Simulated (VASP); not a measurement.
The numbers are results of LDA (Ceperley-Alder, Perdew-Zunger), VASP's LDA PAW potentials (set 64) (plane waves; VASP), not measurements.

A VASP calculation is set up with these files.

**POSCAR**
```
PbTe
1
    0.0000000000     3.2300000000     3.2300000000
    3.2300000000     0.0000000000     3.2300000000
    3.2300000000     3.2300000000     0.0000000000
Te Pb
1 1
Direct
  0.5000000000   0.5000000000   0.5000000000
  0.0000000000   0.0000000000   0.0000000000
```

### INCAR
```
! general
SYSTEM =PbTe
PREC   =Accurate
ENCUT  =400
LREAL  =.FALSE.
LASPH  =.TRUE.   ! aspherical one-centre terms

! electronic loop
EDIFF  =1E-6   ! SCF stop (eV)
NELM   =100
ALGO   =Normal   ! blocked Davidson
LMAXMIX=4

! smearing
ISMEAR =0   ! Gaussian
SIGMA  =0.05   ! width (eV)

! ions
IBRION =2   ! conjugate gradients
NSW    =60
ISIF   =3
EDIFFG =-0.01   ! ionic stop

! output
LWAVE  =.FALSE.
LCHARG =.FALSE.
```

**KPOINTS**
```
kpoints
0
gamma
7 7 7
```

POTCAR, in this order: Te Pb_d (LDA.64 set). Program: vasp_std.

The resulting files:

### OUTCAR
```
 ion  position               nearest neighbor table
   1  0.500  0.500  0.500-   2 3.23   2 3.23   2 3.23   2 3.23   2 3.23   2 3.23
   2  0.000  0.000  0.000-   1 3.23   1 3.23   1 3.23   1 3.23   1 3.23   1 3.23
  LATTYP: Found a face centered cubic cell.
 ALAT       =     6.4600000000
 Subroutine PRICEL returns:
 Original cell was already a primitive cell.
 Subroutine GETGRP returns: Found 48 space group operations
The static configuration has the point symmetry O_h .
The dynamic configuration has the point symmetry O_h .
 Subroutine INISYM returns: Found 48 space group operations
 Subroutine IBZKPT returns following result:
 Found     20 irreducible k-points:

 Following reciprocal coordinates:
            Coordinates               Weight
  0.000000  0.000000  0.000000      1.000000
  0.142857  0.000000  0.000000      8.000000
  0.285714  0.000000  0.000000      8.000000
  0.428571  0.000000  0.000000      8.000000
  0.142857  0.142857  0.000000      6.000000
  0.285714  0.142857  0.000000     24.000000
  0.428571  0.142857  0.000000     24.000000
 -0.428571  0.142857  0.000000     24.000000
 -0.285714  0.142857  0.000000     24.000000
...
```

**OSZICAR**
```
       N       E                     dE             d eps       ncg     rms          rms(c)
DAV:   1     0.138148281785E+03    0.13815E+03   -0.81394E+03   560   0.113E+03
DAV:   2     0.972534564488E+00   -0.13718E+03   -0.13441E+03   584   0.304E+02
DAV:   3    -0.866538247022E+01   -0.96379E+01   -0.96077E+01   746   0.906E+01
DAV:   4    -0.888616452428E+01   -0.22078E+00   -0.22072E+00   660   0.170E+01
DAV:   5    -0.889284244759E+01   -0.66779E-02   -0.66779E-02   752   0.246E+00    0.336E+00
DAV:   6    -0.877317741413E+01    0.11967E+00   -0.28285E-01   786   0.443E+00    0.212E+00
DAV:   7    -0.876565873509E+01    0.75187E-02   -0.68489E-02   678   0.152E+00    0.898E-01
DAV:   8    -0.876505996750E+01    0.59877E-03   -0.76933E-03   656   0.992E-01    0.114E-01
DAV:   9    -0.876497398256E+01    0.85985E-04   -0.11539E-03   760   0.352E-01    0.336E-02
DAV:  10    -0.876496597546E+01    0.80071E-05   -0.80678E-05   626   0.796E-02    0.248E-02
DAV:  11    -0.876496563208E+01    0.34338E-06   -0.21875E-05   744   0.339E-02    0.865E-03
DAV:  12    -0.876496580373E+01   -0.17166E-06   -0.14352E-06   436   0.130E-02
   1 F= -.87649658E+01 E0= -.87649658E+01  d E =-.876497E+01
       N       E                     dE             d eps       ncg     rms          rms(c)
DAV:   1    -0.925869658971E+01   -0.49373E+00   -0.14555E+01   686   0.655E+01    0.380E+00
DAV:   2    -0.884023541634E+01    0.41846E+00   -0.91074E-01   680   0.186E+01    0.132E+00
DAV:   3    -0.877498296833E+01    0.65252E-01   -0.27656E-01   698   0.904E+00    0.252E-01
DAV:   4    -0.877525575610E+01   -0.27279E-03   -0.47855E-03   560   0.623E-01    0.206E-01
DAV:   5    -0.877536627047E+01   -0.11051E-03   -0.95879E-04   668   0.280E-01    0.503E-02
DAV:   6    -0.877536382668E+01    0.24438E-05   -0.51136E-05   716   0.112E-01    0.109E-02
DAV:   7    -0.877536336033E+01    0.46635E-06   -0.47963E-06   590   0.137E-02
   2 F= -.87753634E+01 E0= -.87753634E+01  d E =-.103976E-01
       N       E                     dE             d eps       ncg     rms          rms(c)
DAV:   1    -0.881713273689E+01   -0.41769E-01   -0.12808E+00   692   0.210E+01    0.107E+00
DAV:   2    -0.878333427113E+01    0.33798E-01   -0.70148E-02   686   0.494E+00    0.386E-01
DAV:   3    -0.877751391617E+01    0.58204E-02   -0.25121E-02   692   0.272E+00    0.780E-02
DAV:   4    -0.877752563165E+01   -0.11715E-04   -0.40183E-04   560   0.210E-01    0.614E-02
DAV:   5    -0.877752489967E+01    0.73198E-06   -0.10108E-04   700   0.107E-01    0.176E-02
DAV:   6    -0.877752293606E+01    0.19636E-05   -0.92285E-06   692   0.549E-02    0.467E-03
DAV:   7    -0.877752286436E+01    0.71698E-07   -0.43583E-07   286   0.558E-03
   3 F= -.87775229E+01 E0= -.87775229E+01  d E =-.125571E-01
```

File OUTCAR:
```
------------------------ aborting loop because EDIFF is reached ----------------------------------------
  FORCE on cell =-STRESS in cart. coord.  units (eV):
  Direction    XX          YY          ZZ          XY          YZ          ZX
  --------------------------------------------------------------------------------------
  Total       -0.0036655     -0.0036655     -0.0036655     -0.0000000      0.0000000     -0.0000000
  in kB       -0.0903207     -0.0903207     -0.0903207     -0.0000000      0.0000000     -0.0000000
  external PRESSURE =      -0.0903207 kB  Pullay stress =       0.0000000 kB
  volume of cell :       65.02
      direct lattice vectors                 reciprocal lattice vectors
     0.000000000  3.191590801  3.191590801    -0.156661687  0.156661687  0.156661687
     3.191590801  0.000000000  3.191590801     0.156661687 -0.156661687  0.156661687
     3.191590801  3.191590801  0.000000000     0.156661687  0.156661687 -0.156661687
  FREE ENERGIE OF THE ION-ELECTRON SYSTEM (eV)
  ---------------------------------------------------
  free  energy   TOTEN  =        -8.7775228644 eV

  energy  without entropy=       -8.7775228644  energy(sigma->0) =       -8.77752286

 reached required accuracy - stopping structural energy minimisation
```
(Selected blocks of OUTCAR.)

File CONTCAR:
```
PbTe
   1.00000000000000
     0.0000000000000000    3.1915908012410004    3.1915908012410004
     3.1915908012410004    0.0000000000000000    3.1915908012410004
     3.1915908012410004    3.1915908012410004    0.0000000000000000
  Te              Pb
     1     1
Direct
     0.5000000000000000    0.5000000000000000    0.5000000000000000
     0.0000000000000000    0.0000000000000000    0.0000000000000000
```

Energy and stress use the plane-wave basis of the starting cell.

The compound is PbTe in the rock salt structure. This run relaxes it. Symmetry was kept, so distortions that lower it aren't found.
